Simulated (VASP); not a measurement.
## The defect Mg_Al in a supercell of MgAl2C2 (P-3m1)

How easily does the defect Mg_Al form in MgAl2C2 (P-3m1)? The host is relaxed first, then a supercell is run with and without the defect. The start is a computed cell from the Materials Project.

Method: PBEsol; plane waves and PAW (Mg, Al, C), in the first sound run; inputs show where later runs differ, in VASP 6.6.1.

## 1. The host crystal

The structure is trigonal, space group P-3m1 (No. 164). Conventional cell: a = 3.391 Å, b = 3.391 Å, c = 5.824 Å, α = 90.00°, β = 90.00°, γ = 120.00°. Mg has 6 C at 2.51 Å nearest. Al has 4 C at 2.01 to 2.21 Å nearest. Nearest to C lie 4 Al at 2.01 to 2.21 Å and 3 Mg at 2.51 Å. Farther neighbours are not listed.

As a file:

```cif
data_structure
_symmetry_space_group_name_H-M 'P 1'
_symmetry_Int_Tables_number 1
_cell_length_a 3.3906
_cell_length_b 3.3906
_cell_length_c 5.8237
_cell_angle_alpha 90.000
_cell_angle_beta 90.000
_cell_angle_gamma 120.000
_cell_volume 57.98
loop_
_atom_site_label
_atom_site_type_symbol
_atom_site_fract_x
_atom_site_fract_y
_atom_site_fract_z
_atom_site_occupancy
Mg1 Mg 0.00000 0.00000 0.00000 1
Al2 Al 0.66667 0.33333 0.35001 1
Al3 Al 0.33333 0.66667 0.64999 1
C4 C 0.33333 0.66667 0.27008 1
C5 C 0.66667 0.33333 0.72992 1
```

## 2. Relaxing the host crystal

First cell and atoms are relaxed at a raised cutoff, so that later runs start from this functional's own cell.

INCAR reads:

```
SYSTEM = MgAl2C2
PREC = Accurate
ENCUT = 520
EDIFF = 1E-06
NELM = 120
ISMEAR = 0
SIGMA = 0.05
LREAL = .FALSE.
ALGO = Normal
GGA = PS
NBANDS = 14
LORBIT = 11
LWAVE = .FALSE.
LCHARG = .FALSE.
IBRION = 2
NSW = 40
ISIF = 3
EDIFFG = -0.02
POTIM = 0.4
```

POSCAR reads:

```
MgAl2C2
1.0
    3.3906462000      0.0000000000      0.0000000000
   -1.6953231000      2.9363857000      0.0000000000
    0.0000000000      0.0000000000      5.8237160000
Mg Al C
1 2 2
Direct
    0.0000000000      0.0000000000      0.0000000000
    0.6666666700      0.3333333300      0.3500090000
    0.3333333300      0.6666666700      0.6499910000
    0.3333333300      0.6666666700      0.2700800000
    0.6666666700      0.3333333300      0.7299200000
```

KPOINTS reads:

```
Automatic mesh
0
Gamma
5 5 3
0 0 0
```

Potentials, in the order of the species: Mg, Al and C (PBE family, release 64).

Started as:

```sh
$ export OMP_NUM_THREADS=5
$ mpirun -np 1 vasp_std
```

Log:

```text
[banner, memory and clock lines left out]
running    1 mpi-ranks, on    1 nodes
 distrk:  each k-point on    1 cores,    1 groups
 distr:  one band on    1 cores,    1 groups
 Offloading initialized ...    1 GPUs detected
 POSCAR found type information on POSCAR MgAlC
 POSCAR found :  3 types and       5 ions
|                                                                             |
|               ----> ADVICE to this user running VASP <----                  |
|                                                                             |
|     You enforced a specific xc type in the INCAR file but a different       |
|     [... a line on the potential file left out ...]
|     I HOPE YOU KNOW WHAT YOU ARE DOING!                                     |
|                                                                             |

 LDA part: xc-table for (Slater+PW92), standard interpolation
 POSCAR, INCAR and KPOINTS ok, starting setup
 FFT: planning ... GRIDC
 FFT: planning ... GRID_SOFT
 FFT: planning ... GRID
 WAVECAR not read
 entering main loop
       N       E                     dE             d eps       ncg     rms          rms(c)
DAV:   1     0.288829415815E+02    0.28883E+02   -0.67622E+03   344   0.966E+02
DAV:   2    -0.300050563584E+02   -0.58888E+02   -0.53083E+02   450   0.156E+02
DAV:   3    -0.336211488301E+02   -0.36161E+01   -0.35939E+01   450   0.393E+01
DAV:   4    -0.336657208787E+02   -0.44572E-01   -0.44564E-01   366   0.512E+00
DAV:   5    -0.336663774860E+02   -0.65661E-03   -0.65639E-03   480   0.642E-01    0.974E+00
DAV:   6    -0.296831723995E+02    0.39832E+01   -0.10558E+01   444   0.186E+01    0.311E+00
DAV:   7    -0.296201654059E+02    0.63007E-01   -0.92496E-01   450   0.570E+00    0.209E+00
DAV:   8    -0.295810956661E+02    0.39070E-01   -0.11130E-01   396   0.235E+00    0.477E-01
DAV:   9    -0.295747318497E+02    0.63638E-02   -0.26188E-02   396   0.958E-01    0.142E-01
DAV:  10    -0.295747633354E+02   -0.31486E-04   -0.12157E-03   432   0.237E-01    0.699E-02
DAV:  11    -0.295747551392E+02    0.81963E-05   -0.59056E-05   450   0.607E-02    0.330E-02
DAV:  12    -0.295747455581E+02    0.95810E-05   -0.65257E-05   450   0.462E-02    0.748E-03
DAV:  13    -0.295747449494E+02    0.60874E-06   -0.34113E-06   390   0.117E-02
   1 F= -.29574745E+02 E0= -.29574745E+02  d E =-.295747E+02
 curvature:   0.00 expect dE= 0.000E+00 dE for cont linesearch  0.000E+00
 trial: gam= 0.00000 g(F)=  0.205E-03 g(S)=  0.180E-01 ort = 0.000E+00 (trialstep = 0.100E+01)
 search vector abs. value=  0.182E-01
 bond charge predicted
       N       E                     dE             d eps       ncg     rms          rms(c)
DAV:   1    -0.295888635737E+02   -0.14118E-01   -0.20498E-01   402   0.352E+00    0.489E-01
DAV:   2    -0.295819952112E+02    0.68684E-02   -0.16808E-02   414   0.818E-01    0.179E-01
DAV:   3    -0.295817333842E+02    0.26183E-03   -0.19399E-03   456   0.281E-01    0.556E-02
DAV:   4    -0.295816572547E+02    0.76129E-04   -0.14194E-04   426   0.692E-02    0.244E-02
DAV:   5    -0.295816448746E+02    0.12380E-04   -0.29945E-05   420   0.328E-02    0.117E-02
DAV:   6    -0.295816447043E+02    0.17033E-06   -0.17577E-06   280   0.978E-03
   2 F= -.29581645E+02 E0= -.29581645E+02  d E =-.689975E-02
[...]
3 F= -.29582111E+02 E0= -.29582111E+02  d E =-.736642E-02
[...]
4 F= -.29582674E+02 E0= -.29582674E+02  d E =-.562427E-03
 trial-energy change:   -0.000562  1 .order   -0.000563   -0.000776   -0.000351
 step:   1.7535(harm=  1.7535)  dis= 0.00315  next Energy=   -29.582820 (dE=-0.708E-03)
 bond charge predicted
       N       E                     dE             d eps       ncg     rms          rms(c)
DAV:   1    -0.295830093310E+02   -0.33540E-03   -0.16587E-02   342   0.952E-01    0.598E-02
DAV:   2    -0.295828684293E+02    0.14090E-03   -0.33425E-04   450   0.122E-01    0.327E-02
DAV:   3    -0.295828220769E+02    0.46352E-04   -0.84894E-05   444   0.567E-02    0.922E-03
DAV:   4    -0.295828192961E+02    0.27808E-05   -0.10238E-05   444   0.216E-02    0.259E-03
DAV:   5    -0.295828192127E+02    0.83392E-07   -0.79411E-07   222   0.606E-03
   5 F= -.29582819E+02 E0= -.29582819E+02  d E =-.707840E-03
 curvature:  -0.91 expect dE=-0.343E-04 dE for cont linesearch -0.729E-09
 trial: gam= 0.04313 g(F)=  0.355E-04 g(S)=  0.200E-05 ort = 0.820E-06 (trialstep = 0.112E+01)
 search vector abs. value=  0.391E-04
 reached required accuracy - stopping structural energy minimisation
```

It took 43 s on 1 × NVIDIA H100 80GB HBM3, 81559 MiB with 1 MPI rank of AMD EPYC 7R13 (Zen 3), card shared with another run, shared host; peak memory 1.7 GiB.

The logs omit lines about the potential files and the build; timing stands in the text.

Parts of OUTCAR (step 2):

```text
ion  position               nearest neighbor table
   1  0.000  0.000  0.000-   4 2.51   5 2.51   4 2.51   5 2.51   5 2.51   4 2.51   2 2.83   3 2.83
                             3 2.83   2 2.83   3 2.83   2 2.83
   2  0.667  0.333  0.350-   4 2.01   4 2.01   4 2.01   5 2.21   3 2.62   3 2.62   3 2.62   1 2.83
                             1 2.83   1 2.83
   3  0.333  0.667  0.650-   5 2.01   5 2.01   5 2.01   4 2.21   2 2.62   2 2.62   2 2.62   1 2.83
                             1 2.83   1 2.83
   4  0.333  0.667  0.270-   2 2.01   2 2.01   2 2.01   3 2.21   1 2.51   1 2.51   1 2.51
   5  0.667  0.333  0.730-   3 2.01   3 2.01   3 2.01   2 2.21   1 2.51   1 2.51   1 2.51

  LATTYP: Found a hexagonal cell.
 ALAT       =     3.3906462000
 C/A-ratio  =     1.7175829197

 Subroutine GETGRP returns: Found 12 space group operations
 (whereof 12 operations were pure point group operations)

The static configuration has the point symmetry D_3d.

 Found     12 irreducible k-points:

   k-points           NKPTS =     12   k-points in BZ     NKDIM =     12   number of bands    NBANDS=     14

   dimension x,y,z NGX =    28 NGY =   28 NGZ =   48
   dimension x,y,z NGXF=    56 NGYF=   56 NGZF=   96

   ENCUT  =  520.0 eV  38.22 Ry    6.18 a.u.   6.30  6.30 10.83*2*pi/ulx,y,z

   NELECT =      16.0000    total number of electrons

 k-points in reciprocal lattice and weights: Automatic mesh
   0.00000000  0.00000000  0.00000000       0.013
   0.20000000  0.00000000  0.00000000       0.080
   0.40000000  0.00000000  0.00000000       0.080
   0.20000000  0.20000000  0.00000000       0.080
   0.40000000  0.20000000  0.00000000       0.080
   0.00000000  0.00000000  0.33333333       0.027
   0.20000000  0.00000000  0.33333333       0.080
   0.00000000  0.20000000  0.33333333       0.080
   0.40000000  0.00000000  0.33333333       0.080
   0.00000000  0.40000000  0.33333333       0.080
   0.20000000  0.20000000  0.33333333       0.160
   0.40000000  0.20000000  0.33333333       0.160

 average (electrostatic) potential at core
       1 -33.9508       2 -72.1512       3 -72.1512       4 -46.4488       5 -46.4488

 E-fermi :   6.8829

 k-point     1 :       0.0000    0.0000    0.0000
  band No.  band energies     occupation
    ...
      4       5.6215      2.00000
      5       5.6215      2.00000
      6       6.4992      2.00000
      7       6.5246      2.00000
      8       6.5246      2.00000
      9      10.0907      0.00000
     10      11.2361      0.00000
     11      13.3243      0.00000
     12      13.3243      0.00000
     13      13.5198      0.00000
    ...

 k-point     2 :       0.2000    0.0000    0.0000
  band No.  band energies     occupation
    ...
      4       3.2461      2.00000
      5       4.6442      2.00000
      6       4.9554      2.00000
      7       6.2586      2.00000
      8       6.6381      2.00000
      9      10.7239      0.00000
     10      11.0901      0.00000
     11      12.5408      0.00000
     12      13.5594      0.00000
     13      13.6451      0.00000
    ...

 k-point     3 :       0.4000    0.0000    0.0000
  band No.  band energies     occupation
    ...
      4       2.1402      2.00000
      5       2.3951      2.00000
      6       4.2254      2.00000
      7       5.2249      2.00000
      8       5.7712      2.00000
      9       8.8906      0.00000
     10      11.1542      0.00000
     11      11.5445      0.00000
     12      13.4473      0.00000
     13      14.0014      0.00000
    ...

  Total       -0.0086213     -0.0086213      0.0104883      0.0000000      0.0000000      0.0000000
  in kB       -0.2425039     -0.2425038      0.2950206      0.0000000      0.0000000      0.0000000
  external PRESSURE =      -0.0633290 kB  Pullay stress =       0.0000000 kB

  energy-cutoff  :      520.00
  volume of cell :       56.96
      direct lattice vectors                 reciprocal lattice vectors
     3.376824848 -0.000000000  0.000000000     0.296136177  0.170974304 -0.000000000
    -1.688412424  2.924416059  0.000000000     0.000000000  0.341948608 -0.000000000
     0.000000000  0.000000000  5.767898919    -0.000000000 -0.000000000  0.173373357

 POSITION                                       TOTAL-FORCE (eV/Angst)
 -----------------------------------------------------------------------------------
      0.00000     -0.00000      0.00000        -0.000000      0.000000      0.000000
      1.68841      0.97481      2.02034        -0.000000     -0.000000     -0.016008
     -0.00000      1.94961      3.74756        -0.000000      0.000000      0.016008
     -0.00000      1.94961      1.55613         0.000000     -0.000000     -0.014251
      1.68841      0.97481      4.21177        -0.000000      0.000000      0.014251
 -----------------------------------------------------------------------------------
    total drift:                                0.000000      0.000000      0.000000

  FREE ENERGIE OF THE ION-ELECTRON SYSTEM (eV)
  ---------------------------------------------------
  free  energy   TOTEN  =       -29.5828192127 eV

  energy  without entropy=      -29.5828192127  energy(sigma->0) =      -29.58281921

 reached required accuracy - stopping structural energy minimisation

 total charge
# of ion       s       p       d       tot
------------------------------------------
    1        0.147   0.150   0.048   0.345
    2        0.384   0.457   0.000   0.841
    3        0.384   0.457   0.000   0.841
    4        0.829   1.572   0.000   2.401
    5        0.829   1.572   0.000   2.401
--------------------------------------------------
tot          2.573   4.207   0.048   6.828

[... 3 further parts left out ...]
```

CONTCAR:

```
MgAl2C2
    1.000000000000000
     3.3768248481935834   -0.0000000000000000    0.0000000000000000
    -1.6884124240967917    2.9244160587664805    0.0000000000000000
     0.0000000000000000    0.0000000000000000    5.7678989187898733
  Mg              Al              C
     1     2     2
Direct
     0.0000000000000000    0.0000000000000000    0.0000000000000000
     0.6666666699999979    0.3333333300000021    0.3502722784372370
     0.3333333300000021    0.6666666699999979    0.6497277215627630
     0.3333333300000021    0.6666666699999979    0.2697913158809354
     0.6666666699999979    0.3333333300000021    0.7302086841190647
```

The gap is read on the k-mesh alone, so it is an upper bound where the band edges lie off the mesh. The PAW data sets were made with PBE, which is usual practice but a small mismatch for other functionals. The run keeps the 12 symmetry operations of its start, so it cannot find a distortion of lower symmetry.

Relaxation path:

```csv
step,energy less that of the first step (eV),largest force (eV/Å),pressure (GPa),volume (Å³)
1,0.0000,0.0483,-2.43,57.98
2,-0.0069,0.0736,0.66,56.81
3,-0.0074,0.0486,0.01,57.04
4,-0.0079,0.0297,0.00,57.00
5,-0.0081,0.0160,-0.01,56.96
```

```csv
"conventional cell, symmetrised",before,after,change
a (Å),3.391,3.377,-0.4 %
b (Å),3.391,3.377,-0.4 %
c (Å),5.824,5.768,-1.0 %
volume (Å³/atom),11.60,11.39,-1.8 %
```

Final coordinates:

```xyz
5
Lattice="3.3768 0.0000 0.0000 -1.6884 2.9244 0.0000 0.0000 0.0000 5.7679" Properties=species:S:1:pos:R:3 pbc="T T T"
Mg    0.0000    0.0000    0.0000
Al    1.6884    0.9748    2.0203
Al    0.0000    1.9496    3.7476
C     0.0000    1.9496    1.5561
C     1.6884    0.9748    4.2118
```

A gap read on the k-mesh alone can miss the band edges.

Numbers from this step:

- electronic cycles: 35
- electrons: 16
- free energy (TOTEN): -29.58 eV
- Fermi energy: 6.883 eV
- labelled metallic, from the levels on this mesh: no
- gap on the k-mesh: 1.908 eV
- least direct gap on the k-mesh: 2.912 eV

The run ended after 5 ionic steps, 0.008 eV below its first step, once forces and stress met EDIFFG = -0.02.

(Part 1 of 8 ends here.)

[Lines on the potential files, build, host, timing and source positions are cut from VASP's logs without a mark.]

[Logs are printed without paths, hosts, clocks, repeated set-up lines and the standing remarks that a program may print on its own settings, such as how far it seeks lower states.]

[Hosts, paths, dates, database ids (printed as entryN), source tags and the programs' standing remarks are cut or masked in the printed files.]

[In band tables of VASP the shares of atoms and orbitals are scaled to a sum of 1 inside the atoms' spheres.]

[Runs that stopped without an error message from VASP are left out.]
